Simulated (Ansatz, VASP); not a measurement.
# Ge (Germanium): VASP beside Ansatz, part 2 of 3

Aim: how closely do two programs agree when they are given the same cell, functional and k mesh? The cell is taken from a series of runs on this material, whose earlier steps may have relaxed, scaled, displaced or heated it; both programs get it as it stands.

VASP 6.6.1 and Ansatz 0.2.0.

So far: The starting structure; Ansatz: zone-centre phonons, r2SCAN.

**3. VASP: zone-centre phonons, r2SCAN**

Level of this step: r2SCAN; plane waves and PAW (Ge_d) (VASP).

The same cell, functional, mesh and smearing now go to VASP, with its own data sets.

Lines of VASP's logs that name or quote its potential files are left out, and so is its time.

INCAR

```
SYSTEM = Ge
PREC = Accurate
ENCUT = 550
EDIFF = 1E-08
NELM = 120
ISMEAR = 0
SIGMA = 0.02
LREAL = .FALSE.
ALGO = Normal
METAGGA = R2SCAN
LASPH = .TRUE.
NBANDS = 20
LORBIT = 11
LWAVE = .FALSE.
LCHARG = .FALSE.
ISIF = 2
ISYM = 2
IBRION = 6
NFREE = 2
POTIM = 0.015
NSW = 1
GGA_COMPAT = .FALSE.
LMIXTAU = .TRUE.
KPAR = 2
```

POSCAR

```
Ge
1.0
   -0.0748409723      2.8471873943      2.8471873943
    2.8471873943     -0.0748409723      2.8471873943
    2.8471873943      2.8471873943     -0.0748409723
Ge
2
Direct
    0.4983935716      0.4983935716      0.4983935716
    0.7516064284      0.7516064284      0.7516064284
```

KPOINTS

```
Points of the shifted mesh
1728
Reciprocal
 0.0416666667  0.0416666667  0.0416666667 1
 0.0416666667  0.0416666667  0.1250000000 1
 0.0416666667  0.0416666667  0.2083333333 1
 0.0416666667  0.0416666667  0.2916666667 1
 0.0416666667  0.0416666667  0.3750000000 1
 0.0416666667  0.0416666667  0.4583333333 1
 0.0416666667  0.0416666667  0.5416666667 1
 0.0416666667  0.0416666667  0.6250000000 1
 0.0416666667  0.0416666667  0.7083333333 1
 0.0416666667  0.0416666667  0.7916666667 1
 0.0416666667  0.0416666667  0.8750000000 1
 0.0416666667  0.0416666667  0.9583333333 1
 0.0416666667  0.1250000000  0.0416666667 1
 0.0416666667  0.1250000000  0.1250000000 1
 0.0416666667  0.1250000000  0.2083333333 1
 0.0416666667  0.1250000000  0.2916666667 1
 0.0416666667  0.1250000000  0.3750000000 1
 0.0416666667  0.1250000000  0.4583333333 1
 0.0416666667  0.1250000000  0.5416666667 1
 0.0416666667  0.1250000000  0.6250000000 1
 0.0416666667  0.1250000000  0.7083333333 1
 0.0416666667  0.1250000000  0.7916666667 1
 0.0416666667  0.1250000000  0.8750000000 1
 0.0416666667  0.1250000000  0.9583333333 1
 0.0416666667  0.2083333333  0.0416666667 1
 0.0416666667  0.2083333333  0.1250000000 1
 0.0416666667  0.2083333333  0.2083333333 1
 0.0416666667  0.2083333333  0.2916666667 1
 0.0416666667  0.2083333333  0.3750000000 1
 0.0416666667  0.2083333333  0.4583333333 1
 0.0416666667  0.2083333333  0.5416666667 1
 0.0416666667  0.2083333333  0.6250000000 1
 0.0416666667  0.2083333333  0.7083333333 1
 0.0416666667  0.2083333333  0.7916666667 1
 0.0416666667  0.2083333333  0.8750000000 1
 0.0416666667  0.2083333333  0.9583333333 1
 0.0416666667  0.2916666667  0.0416666667 1
 0.0416666667  0.2916666667  0.1250000000 1
 0.0416666667  0.2916666667  0.2083333333 1
 0.0416666667  0.2916666667  0.2916666667 1
 0.0416666667  0.2916666667  0.3750000000 1
 0.0416666667  0.2916666667  0.4583333333 1
 0.0416666667  0.2916666667  0.5416666667 1
 0.0416666667  0.2916666667  0.6250000000 1
 0.0416666667  0.2916666667  0.7083333333 1
 0.0416666667  0.2916666667  0.7916666667 1
 0.0416666667  0.2916666667  0.8750000000 1
 0.0416666667  0.2916666667  0.9583333333 1
 0.0416666667  0.3750000000  0.0416666667 1
 0.0416666667  0.3750000000  0.1250000000 1
 0.0416666667  0.3750000000  0.2083333333 1
 0.0416666667  0.3750000000  0.2916666667 1
 0.0416666667  0.3750000000  0.3750000000 1
 0.0416666667  0.3750000000  0.4583333333 1
 0.0416666667  0.3750000000  0.5416666667 1
 0.0416666667  0.3750000000  0.6250000000 1
 0.0416666667  0.3750000000  0.7083333333 1
 0.0416666667  0.3750000000  0.7916666667 1
 0.0416666667  0.3750000000  0.8750000000 1
 0.0416666667  0.3750000000  0.9583333333 1
 0.0416666667  0.4583333333  0.0416666667 1
 0.0416666667  0.4583333333  0.1250000000 1
 0.0416666667  0.4583333333  0.2083333333 1
 0.0416666667  0.4583333333  0.2916666667 1
 0.0416666667  0.4583333333  0.3750000000 1
 0.0416666667  0.4583333333  0.4583333333 1
 0.0416666667  0.4583333333  0.5416666667 1
 0.0416666667  0.4583333333  0.6250000000 1
 0.0416666667  0.4583333333  0.7083333333 1
 0.0416666667  0.4583333333  0.7916666667 1
 0.0416666667  0.4583333333  0.8750000000 1
 0.0416666667  0.4583333333  0.9583333333 1
 0.0416666667  0.5416666667  0.0416666667 1
 0.0416666667  0.5416666667  0.1250000000 1
 0.0416666667  0.5416666667  0.2083333333 1
 0.0416666667  0.5416666667  0.2916666667 1
 0.0416666667  0.5416666667  0.3750000000 1
 0.0416666667  0.5416666667  0.4583333333 1
 0.0416666667  0.5416666667  0.5416666667 1
 0.0416666667  0.5416666667  0.6250000000 1
 0.0416666667  0.5416666667  0.7083333333 1
 0.0416666667  0.5416666667  0.7916666667 1
 0.0416666667  0.5416666667  0.8750000000 1
 0.0416666667  0.5416666667  0.9583333333 1
 0.0416666667  0.6250000000  0.0416666667 1
 0.0416666667  0.6250000000  0.1250000000 1
 0.0416666667  0.6250000000  0.2083333333 1
 0.0416666667  0.6250000000  0.2916666667 1
 0.0416666667  0.6250000000  0.3750000000 1
 0.0416666667  0.6250000000  0.4583333333 1
 0.0416666667  0.6250000000  0.5416666667 1
 0.0416666667  0.6250000000  0.6250000000 1
 0.0416666667  0.6250000000  0.7083333333 1
 0.0416666667  0.6250000000  0.7916666667 1
 0.0416666667  0.6250000000  0.8750000000 1
 0.0416666667  0.6250000000  0.9583333333 1
 0.0416666667  0.7083333333  0.0416666667 1
 0.0416666667  0.7083333333  0.1250000000 1
 0.0416666667  0.7083333333  0.2083333333 1
 0.0416666667  0.7083333333  0.2916666667 1
 0.0416666667  0.7083333333  0.3750000000 1
 0.0416666667  0.7083333333  0.4583333333 1
 0.0416666667  0.7083333333  0.5416666667 1
 0.0416666667  0.7083333333  0.6250000000 1
 0.0416666667  0.7083333333  0.7083333333 1
 0.0416666667  0.7083333333  0.7916666667 1
 0.0416666667  0.7083333333  0.8750000000 1
 0.0416666667  0.7083333333  0.9583333333 1
 0.0416666667  0.7916666667  0.0416666667 1
 0.0416666667  0.7916666667  0.1250000000 1
 0.0416666667  0.7916666667  0.2083333333 1
 0.0416666667  0.7916666667  0.2916666667 1
[... 1390 lines left out ...]
 0.8750000000  0.4583333333  0.1250000000 1
 0.8750000000  0.4583333333  0.2083333333 1
 0.8750000000  0.4583333333  0.2916666667 1
 0.8750000000  0.4583333333  0.3750000000 1
 0.8750000000  0.4583333333  0.4583333333 1
 0.8750000000  0.4583333333  0.5416666667 1
 0.8750000000  0.4583333333  0.6250000000 1
 0.8750000000  0.4583333333  0.7083333333 1
 0.8750000000  0.4583333333  0.7916666667 1
 0.8750000000  0.4583333333  0.8750000000 1
 0.8750000000  0.4583333333  0.9583333333 1
 0.8750000000  0.5416666667  0.0416666667 1
 0.8750000000  0.5416666667  0.1250000000 1
 0.8750000000  0.5416666667  0.2083333333 1
 0.8750000000  0.5416666667  0.2916666667 1
 0.8750000000  0.5416666667  0.3750000000 1
 0.8750000000  0.5416666667  0.4583333333 1
 0.8750000000  0.5416666667  0.5416666667 1
 0.8750000000  0.5416666667  0.6250000000 1
 0.8750000000  0.5416666667  0.7083333333 1
 0.8750000000  0.5416666667  0.7916666667 1
 0.8750000000  0.5416666667  0.8750000000 1
 0.8750000000  0.5416666667  0.9583333333 1
 0.8750000000  0.6250000000  0.0416666667 1
 0.8750000000  0.6250000000  0.1250000000 1
 0.8750000000  0.6250000000  0.2083333333 1
 0.8750000000  0.6250000000  0.2916666667 1
 0.8750000000  0.6250000000  0.3750000000 1
 0.8750000000  0.6250000000  0.4583333333 1
 0.8750000000  0.6250000000  0.5416666667 1
 0.8750000000  0.6250000000  0.6250000000 1
 0.8750000000  0.6250000000  0.7083333333 1
 0.8750000000  0.6250000000  0.7916666667 1
 0.8750000000  0.6250000000  0.8750000000 1
 0.8750000000  0.6250000000  0.9583333333 1
 0.8750000000  0.7083333333  0.0416666667 1
 0.8750000000  0.7083333333  0.1250000000 1
 0.8750000000  0.7083333333  0.2083333333 1
 0.8750000000  0.7083333333  0.2916666667 1
 0.8750000000  0.7083333333  0.3750000000 1
 0.8750000000  0.7083333333  0.4583333333 1
 0.8750000000  0.7083333333  0.5416666667 1
 0.8750000000  0.7083333333  0.6250000000 1
 0.8750000000  0.7083333333  0.7083333333 1
 0.8750000000  0.7083333333  0.7916666667 1
 0.8750000000  0.7083333333  0.8750000000 1
 0.8750000000  0.7083333333  0.9583333333 1
 0.8750000000  0.7916666667  0.0416666667 1
 0.8750000000  0.7916666667  0.1250000000 1
 0.8750000000  0.7916666667  0.2083333333 1
 0.8750000000  0.7916666667  0.2916666667 1
 0.8750000000  0.7916666667  0.3750000000 1
 0.8750000000  0.7916666667  0.4583333333 1
 0.8750000000  0.7916666667  0.5416666667 1
 0.8750000000  0.7916666667  0.6250000000 1
 0.8750000000  0.7916666667  0.7083333333 1
 0.8750000000  0.7916666667  0.7916666667 1
 0.8750000000  0.7916666667  0.8750000000 1
 0.8750000000  0.7916666667  0.9583333333 1
 0.8750000000  0.8750000000  0.0416666667 1
 0.8750000000  0.8750000000  0.1250000000 1
 0.8750000000  0.8750000000  0.2083333333 1
 0.8750000000  0.8750000000  0.2916666667 1
 0.8750000000  0.8750000000  0.3750000000 1
 0.8750000000  0.8750000000  0.4583333333 1
 0.8750000000  0.8750000000  0.5416666667 1
 0.8750000000  0.8750000000  0.6250000000 1
 0.8750000000  0.8750000000  0.7083333333 1
 0.8750000000  0.8750000000  0.7916666667 1
 0.8750000000  0.8750000000  0.8750000000 1
 0.8750000000  0.8750000000  0.9583333333 1
 0.8750000000  0.9583333333  0.0416666667 1
 0.8750000000  0.9583333333  0.1250000000 1
 0.8750000000  0.9583333333  0.2083333333 1
 0.8750000000  0.9583333333  0.2916666667 1
 0.8750000000  0.9583333333  0.3750000000 1
 0.8750000000  0.9583333333  0.4583333333 1
 0.8750000000  0.9583333333  0.5416666667 1
 0.8750000000  0.9583333333  0.6250000000 1
 0.8750000000  0.9583333333  0.7083333333 1
 0.8750000000  0.9583333333  0.7916666667 1
 0.8750000000  0.9583333333  0.8750000000 1
 0.8750000000  0.9583333333  0.9583333333 1
 0.9583333333  0.0416666667  0.0416666667 1
 0.9583333333  0.0416666667  0.1250000000 1
 0.9583333333  0.0416666667  0.2083333333 1
 0.9583333333  0.0416666667  0.2916666667 1
 0.9583333333  0.0416666667  0.3750000000 1
 0.9583333333  0.0416666667  0.4583333333 1
 0.9583333333  0.0416666667  0.5416666667 1
 0.9583333333  0.0416666667  0.6250000000 1
 0.9583333333  0.0416666667  0.7083333333 1
 0.9583333333  0.0416666667  0.7916666667 1
 0.9583333333  0.0416666667  0.8750000000 1
 0.9583333333  0.0416666667  0.9583333333 1
 0.9583333333  0.1250000000  0.0416666667 1
 0.9583333333  0.1250000000  0.1250000000 1
 0.9583333333  0.1250000000  0.2083333333 1
 0.9583333333  0.1250000000  0.2916666667 1
 0.9583333333  0.1250000000  0.3750000000 1
 0.9583333333  0.1250000000  0.4583333333 1
 0.9583333333  0.1250000000  0.5416666667 1
 0.9583333333  0.1250000000  0.6250000000 1
 0.9583333333  0.1250000000  0.7083333333 1
 0.9583333333  0.1250000000  0.7916666667 1
 0.9583333333  0.1250000000  0.8750000000 1
 0.9583333333  0.1250000000  0.9583333333 1
 0.9583333333  0.2083333333  0.0416666667 1
 0.9583333333  0.2083333333  0.1250000000 1
 0.9583333333  0.2083333333  0.2083333333 1
 0.9583333333  0.2083333333  0.2916666667 1
 0.9583333333  0.2083333333  0.3750000000 1
 0.9583333333  0.2083333333  0.4583333333 1
 0.9583333333  0.2083333333  0.5416666667 1
 0.9583333333  0.2083333333  0.6250000000 1
 0.9583333333  0.2083333333  0.7083333333 1
 0.9583333333  0.2083333333  0.7916666667 1
 0.9583333333  0.2083333333  0.8750000000 1
 0.9583333333  0.2083333333  0.9583333333 1
 0.9583333333  0.2916666667  0.0416666667 1
 0.9583333333  0.2916666667  0.1250000000 1
 0.9583333333  0.2916666667  0.2083333333 1
 0.9583333333  0.2916666667  0.2916666667 1
 0.9583333333  0.2916666667  0.3750000000 1
 0.9583333333  0.2916666667  0.4583333333 1
 0.9583333333  0.2916666667  0.5416666667 1
 0.9583333333  0.2916666667  0.6250000000 1
 0.9583333333  0.2916666667  0.7083333333 1
 0.9583333333  0.2916666667  0.7916666667 1
 0.9583333333  0.2916666667  0.8750000000 1
 0.9583333333  0.2916666667  0.9583333333 1
 0.9583333333  0.3750000000  0.0416666667 1
 0.9583333333  0.3750000000  0.1250000000 1
 0.9583333333  0.3750000000  0.2083333333 1
 0.9583333333  0.3750000000  0.2916666667 1
 0.9583333333  0.3750000000  0.3750000000 1
 0.9583333333  0.3750000000  0.4583333333 1
 0.9583333333  0.3750000000  0.5416666667 1
 0.9583333333  0.3750000000  0.6250000000 1
 0.9583333333  0.3750000000  0.7083333333 1
 0.9583333333  0.3750000000  0.7916666667 1
 0.9583333333  0.3750000000  0.8750000000 1
 0.9583333333  0.3750000000  0.9583333333 1
 0.9583333333  0.4583333333  0.0416666667 1
 0.9583333333  0.4583333333  0.1250000000 1
 0.9583333333  0.4583333333  0.2083333333 1
 0.9583333333  0.4583333333  0.2916666667 1
 0.9583333333  0.4583333333  0.3750000000 1
 0.9583333333  0.4583333333  0.4583333333 1
 0.9583333333  0.4583333333  0.5416666667 1
 0.9583333333  0.4583333333  0.6250000000 1
 0.9583333333  0.4583333333  0.7083333333 1
 0.9583333333  0.4583333333  0.7916666667 1
 0.9583333333  0.4583333333  0.8750000000 1
 0.9583333333  0.4583333333  0.9583333333 1
 0.9583333333  0.5416666667  0.0416666667 1
 0.9583333333  0.5416666667  0.1250000000 1
 0.9583333333  0.5416666667  0.2083333333 1
 0.9583333333  0.5416666667  0.2916666667 1
 0.9583333333  0.5416666667  0.3750000000 1
 0.9583333333  0.5416666667  0.4583333333 1
 0.9583333333  0.5416666667  0.5416666667 1
 0.9583333333  0.5416666667  0.6250000000 1
 0.9583333333  0.5416666667  0.7083333333 1
 0.9583333333  0.5416666667  0.7916666667 1
 0.9583333333  0.5416666667  0.8750000000 1
 0.9583333333  0.5416666667  0.9583333333 1
 0.9583333333  0.6250000000  0.0416666667 1
 0.9583333333  0.6250000000  0.1250000000 1
 0.9583333333  0.6250000000  0.2083333333 1
 0.9583333333  0.6250000000  0.2916666667 1
 0.9583333333  0.6250000000  0.3750000000 1
 0.9583333333  0.6250000000  0.4583333333 1
 0.9583333333  0.6250000000  0.5416666667 1
 0.9583333333  0.6250000000  0.6250000000 1
 0.9583333333  0.6250000000  0.7083333333 1
 0.9583333333  0.6250000000  0.7916666667 1
 0.9583333333  0.6250000000  0.8750000000 1
 0.9583333333  0.6250000000  0.9583333333 1
 0.9583333333  0.7083333333  0.0416666667 1
 0.9583333333  0.7083333333  0.1250000000 1
 0.9583333333  0.7083333333  0.2083333333 1
 0.9583333333  0.7083333333  0.2916666667 1
 0.9583333333  0.7083333333  0.3750000000 1
 0.9583333333  0.7083333333  0.4583333333 1
 0.9583333333  0.7083333333  0.5416666667 1
 0.9583333333  0.7083333333  0.6250000000 1
 0.9583333333  0.7083333333  0.7083333333 1
 0.9583333333  0.7083333333  0.7916666667 1
 0.9583333333  0.7083333333  0.8750000000 1
 0.9583333333  0.7083333333  0.9583333333 1
 0.9583333333  0.7916666667  0.0416666667 1
 0.9583333333  0.7916666667  0.1250000000 1
 0.9583333333  0.7916666667  0.2083333333 1
 0.9583333333  0.7916666667  0.2916666667 1
 0.9583333333  0.7916666667  0.3750000000 1
 0.9583333333  0.7916666667  0.4583333333 1
 0.9583333333  0.7916666667  0.5416666667 1
 0.9583333333  0.7916666667  0.6250000000 1
 0.9583333333  0.7916666667  0.7083333333 1
 0.9583333333  0.7916666667  0.7916666667 1
 0.9583333333  0.7916666667  0.8750000000 1
 0.9583333333  0.7916666667  0.9583333333 1
 0.9583333333  0.8750000000  0.0416666667 1
 0.9583333333  0.8750000000  0.1250000000 1
 0.9583333333  0.8750000000  0.2083333333 1
 0.9583333333  0.8750000000  0.2916666667 1
 0.9583333333  0.8750000000  0.3750000000 1
 0.9583333333  0.8750000000  0.4583333333 1
 0.9583333333  0.8750000000  0.5416666667 1
 0.9583333333  0.8750000000  0.6250000000 1
 0.9583333333  0.8750000000  0.7083333333 1
 0.9583333333  0.8750000000  0.7916666667 1
 0.9583333333  0.8750000000  0.8750000000 1
 0.9583333333  0.8750000000  0.9583333333 1
 0.9583333333  0.9583333333  0.0416666667 1
 0.9583333333  0.9583333333  0.1250000000 1
 0.9583333333  0.9583333333  0.2083333333 1
 0.9583333333  0.9583333333  0.2916666667 1
 0.9583333333  0.9583333333  0.3750000000 1
 0.9583333333  0.9583333333  0.4583333333 1
 0.9583333333  0.9583333333  0.5416666667 1
 0.9583333333  0.9583333333  0.6250000000 1
 0.9583333333  0.9583333333  0.7083333333 1
 0.9583333333  0.9583333333  0.7916666667 1
 0.9583333333  0.9583333333  0.8750000000 1
 0.9583333333  0.9583333333  0.9583333333 1
```

The projector-augmented-wave data sets are Ge_d (PBE family, release 64).

The run is started by

```sh
$ mpirun -np 2 vasp_std
```

The program printed:

```text
[banner, memory and clock lines left out]
running    2 mpi-ranks, on    1 nodes
 distrk:  each k-point on    1 cores,    2 groups
 distr:  one band on    1 cores,    1 groups

 POSCAR found type information on POSCAR Ge
 POSCAR found :  1 types and       2 ions
|                                                                             |
|               ----> ADVICE to this user running VASP <----                  |
|                                                                             |
|     You enforced a specific xc type in the INCAR file but a different       |
|     [... a line on the potential file left out ...]
|     I HOPE YOU KNOW WHAT YOU ARE DOING!                                     |
|                                                                             |

 LDA part: xc-table for (None), standard interpolation
 POSCAR, INCAR and KPOINTS ok, starting setup
 FFT: planning ... GRIDC
 FFT: planning ... GRID_SOFT
 FFT: planning ... GRID
 WAVECAR not read
 entering main loop
       N       E                     dE             d eps       ncg     rms          rms(c)
DAV:   1     0.173826487736E+03    0.17383E+03   -0.15857E+04 74276   0.398E+03
DAV:   2    -0.250415771987E+01   -0.17633E+03   -0.17166E+03 69224   0.631E+02
DAV:   3    -0.294756409819E+02   -0.26971E+02   -0.26770E+02 77892   0.154E+02
DAV:   4    -0.303976970062E+02   -0.92206E+00   -0.92131E+00 78068   0.331E+01
DAV:   5    -0.304138968596E+02   -0.16200E-01   -0.16199E-01 77168   0.482E+00    0.311E+00
DAV:   6    -0.277138049112E+02    0.27001E+01   -0.38505E-01 74716   0.111E+01    0.182E+00
DAV:   7    -0.277923049976E+02   -0.78500E-01   -0.32107E-01 91272   0.834E+00    0.321E-01
DAV:   8    -0.277214087451E+02    0.70896E-01   -0.15250E-01 70248   0.499E+00    0.120E-01
DAV:   9    -0.277024478221E+02    0.18961E-01   -0.60891E-03 77088   0.819E-01    0.108E-01
DAV:  10    -0.277059342618E+02   -0.34864E-02   -0.17174E-03 74280   0.494E-01    0.708E-02
DAV:  11    -0.277035949235E+02    0.23393E-02   -0.50255E-03 82448   0.934E-01    0.275E-02
DAV:  12    -0.277063995334E+02   -0.28046E-02   -0.10942E-03 69500   0.405E-01    0.115E-02
DAV:  13    -0.277065194964E+02   -0.11996E-03   -0.10152E-04 79096   0.957E-02    0.828E-03
DAV:  14    -0.277065348203E+02   -0.15324E-04   -0.51165E-06 74628   0.237E-02    0.558E-03
DAV:  15    -0.277065352384E+02   -0.41801E-06   -0.98476E-06 70900   0.239E-02    0.180E-03
DAV:  16    -0.277065477817E+02   -0.12543E-04   -0.18847E-06 70388   0.151E-02    0.134E-03
DAV:  17    -0.277065518458E+02   -0.40641E-05   -0.97931E-07 71228   0.123E-02    0.700E-04
DAV:  18    -0.277065529802E+02   -0.11345E-05   -0.24117E-07 73232   0.545E-03    0.483E-04
DAV:  19    -0.277065531151E+02   -0.13486E-06   -0.33768E-08 61392   0.224E-03    0.310E-04
DAV:  20    -0.277065533205E+02   -0.20544E-06   -0.78693E-09 58860   0.115E-03    0.737E-05
DAV:  21    -0.277065532965E+02    0.24091E-07   -0.53611E-09 56444   0.667E-04    0.427E-05
DAV:  22    -0.277065532951E+02    0.13133E-08   -0.15705E-10 36708   0.175E-04
   1 F= -.27706553E+02 E0= -.27706535E+02  d E =-.359301E-04
 Found     1 degrees of freedom:
 Finite differences POTIM= 0.01500 DOF=   1
 bond charge predicted
       N       E                     dE             d eps       ncg     rms          rms(c)
DAV:   1    -0.277036220445E+02    0.29313E-02   -0.10020E+00 76876   0.835E+00    0.549E-02
DAV:   2    -0.277053054846E+02   -0.16834E-02   -0.12239E-02 73216   0.120E+00    0.315E-02
DAV:   3    -0.277051932232E+02    0.11226E-03   -0.66899E-04 72748   0.268E-01    0.135E-02
DAV:   4    -0.277050395573E+02    0.15367E-03   -0.74749E-04 69236   0.199E-01    0.313E-03
DAV:   5    -0.277053805909E+02   -0.34103E-03   -0.41503E-04 69224   0.134E-01    0.227E-03
DAV:   6    -0.277054231933E+02   -0.42602E-04   -0.16095E-05 74076   0.280E-02    0.122E-03
DAV:   7    -0.277054248997E+02   -0.17064E-05   -0.12515E-06 77788   0.881E-03    0.367E-04
DAV:   8    -0.277054254801E+02   -0.58043E-06   -0.11705E-06 70992   0.109E-02    0.161E-04
DAV:   9    -0.277054258931E+02   -0.41297E-06   -0.18290E-07 57820   0.444E-03    0.995E-05
DAV:  10    -0.277054259412E+02   -0.48197E-07   -0.14924E-07 56984   0.259E-03    0.456E-05
DAV:  11    -0.277054259520E+02   -0.10731E-07   -0.15324E-08 59924   0.123E-03    0.228E-05
DAV:  12    -0.277054259626E+02   -0.10587E-07   -0.28176E-09 47076   0.576E-04    0.791E-06
DAV:  13    -0.277054259618E+02    0.80945E-09   -0.37418E-10 37988   0.196E-04
   2 F= -.27705426E+02 E0= -.27705418E+02  d E =-.160510E-04
 Finite differences progress:
  Degree of freedom:   1/  1
  Displacement:        1/  2
  Total:               1/  2
 bond charge predicted
       N       E                     dE             d eps       ncg     rms          rms(c)
DAV:   1    -0.276979210723E+02    0.75049E-02   -0.40395E+00 76888   0.170E+01    0.109E-01
DAV:   2    -0.277048888646E+02   -0.69678E-02   -0.51980E-02 72756   0.239E+00    0.618E-02
DAV:   3    -0.277044581088E+02    0.43076E-03   -0.28001E-03 72848   0.548E-01    0.267E-02
DAV:   4    -0.277037212760E+02    0.73683E-03   -0.31107E-03 69248   0.402E-01    0.660E-03
DAV:   5    -0.277051925700E+02   -0.14713E-02   -0.17654E-03 69208   0.274E-01    0.466E-03
DAV:   6    -0.277053600627E+02   -0.16749E-03   -0.56037E-05 74924   0.524E-02    0.286E-03
DAV:   7    -0.277053678693E+02   -0.78066E-05   -0.46677E-06 77384   0.167E-02    0.806E-04
DAV:   8    -0.277053771293E+02   -0.92600E-05   -0.89443E-06 70360   0.280E-02    0.322E-04
DAV:   9    -0.277053785455E+02   -0.14161E-05   -0.64541E-07 72696   0.802E-03    0.204E-04
DAV:  10    -0.277053788973E+02   -0.35183E-06   -0.58916E-07 70528   0.460E-03    0.805E-05
DAV:  11    -0.277053789101E+02   -0.12852E-07   -0.50664E-08 60292   0.201E-03    0.445E-05
DAV:  12    -0.277053789444E+02   -0.34223E-07   -0.10139E-08 61668   0.116E-03    0.168E-05
DAV:  13    -0.277053789432E+02    0.11341E-08   -0.36640E-09 48676   0.545E-04
   3 F= -.27705379E+02 E0= -.27705359E+02  d E =-.406485E-04
 Finite differences progress:
  Degree of freedom:   1/  1
  Displacement:        2/  2
  Total:               2/  2
```

[end of part 2 of 3]

[Lines on the potential files, build, host, timing and source positions are cut from VASP's logs without a mark.]

[Logs are printed without paths, hosts, clocks, repeated set-up lines and the standing remarks that a program may print on its own settings, such as how far it seeks lower states.]

[Hosts, paths, dates, database ids (printed as entryN), source tags and the programs' standing remarks are cut or masked in the printed files.]
